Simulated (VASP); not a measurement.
Method: PBEsol GGA, VASP's PBE PAW potentials (set 64) (plane waves; VASP).

Input for VASP

### INCAR
```
SYSTEM  =  CoSi2
PREC  =  Accurate; ENCUT  =  400; LREAL  =  F
LASPH  =  T
EDIFF  =  1E-7; NELM  =  100; ALGO  =  Normal
LMAXMIX  =  4
ISMEAR  =  -5
GGA  =  PS
ISIF  =  2
LWAVE  =  F; LCHARG  =  T; LORBIT  =  11
NEDOS  =  601
```

POSCAR:
```
CoSi2
1
    0.0000000000     2.6551858848     2.6551858848
    2.6551858848     0.0000000000     2.6551858848
    2.6551858848     2.6551858848     0.0000000000
Co Si
1 2
Direct
  0.0000000000   0.0000000000   0.0000000000
  0.2500000000   0.2500000000   0.2500000000
  0.7500000000   0.7500000000   0.7500000000
```

KPOINTS:
```
Automatic mesh
0
Gamma
13 13 13
0 0 0
```

POTCAR, in this order: Co Si (PBE.64 set). Program: vasp_std.

Question: Predict the energy per atom (σ→0), band gap (on the k-mesh).

Answer: 
* **energy per atom (σ→0)**: -6.994 eV/atom
* **band gap (on the k-mesh)**: none (metal, semimetal or under 0.01 eV)

OSZICAR:
```
...
DAV:  11    -0.209817815507E+02    0.41278E-05   -0.27089E-04  2984   0.253E-01    0.461E-02
DAV:  12    -0.209817871021E+02   -0.55515E-05   -0.17819E-05  2280   0.541E-02    0.215E-02
DAV:  13    -0.209817857389E+02    0.13632E-05   -0.24158E-06  2608   0.130E-02    0.396E-03
DAV:  14    -0.209817849902E+02    0.74869E-06   -0.39701E-07  2336   0.809E-03    0.253E-03
DAV:  15    -0.209817853488E+02   -0.35854E-06   -0.65705E-08  1288   0.460E-03    0.647E-04
DAV:  16    -0.209817855301E+02   -0.18138E-06   -0.42997E-08  1200   0.166E-03    0.165E-04
DAV:  17    -0.209817855167E+02    0.13471E-07   -0.46709E-09  1140   0.114E-03
   1 F= -.20981786E+02 E0= -.20981786E+02  d E =0.000000E+00
```

The compound is CoSi2 in the fluorite structure. It was relaxed first. The run is not spin-polarised, so no magnetic state was tried. The electron count is odd and the run is not spin-polarised, which forces a metal.
